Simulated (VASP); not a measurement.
**ErO under changes of volume**

One of the cells (16.514 Å³/atom); the others are scaled copies at fixed shape and fractional positions:

```
Er O
1.0
     3.98949    0.00000    0.00000
    -1.99475    3.45500    0.00000
     0.00000    0.00000    4.79235
Er O
2 2
Direct
  0.66667 0.33333 0.25000
  0.33333 0.66667 0.75000
  0.66667 0.33333 0.75000
  0.33333 0.66667 0.25000
```

The cell comes from a database or a generator and needn't be the stable form of this composition.

* Program: VASP 6.6.1
* Functional: PBE
* Potentials or basis: VASP PAW PBE potentials, release 64 (Er, O)
* Cutoff: 520 eV
* k mesh: 8 × 8 × 6
* Occupations: fermi-dirac, width 0.05 eV
* Spin: collinear spin, ferromagnetic start
* Starting moments: [3.0, 3.0, 0.0, 0.0] μB

```csv
volume (Å³/atom),energy over the lowest point (meV/atom),pressure (GPa),moment (μB per cell)
15.219,77.73,12.6,4.44
15.543,55.05,9.6,4.43
15.866,?,?,?
16.514,3.25,2.4,4.19
16.838,0.00,0.5,4.19
17.162,0.50,-1.3,4.18
```

Question: What does the run at 15.866 Å³/atom give?

Answer: Energy over the lowest point 22.55 meV/atom; pressure 7.1 GPa; moment 4.19 μB per cell.

The energies don't lie on one smooth curve, so no fit is given. The run at 15.866 Å³/atom lies farthest off, from a change of basis, grid or state.

Energies are extrapolated to zero smearing.

Caveats: the magnetic or orbital state may not be the lowest; without U or exact exchange the open f shell lies at the Fermi level, which spoils levels, moments and volumes.
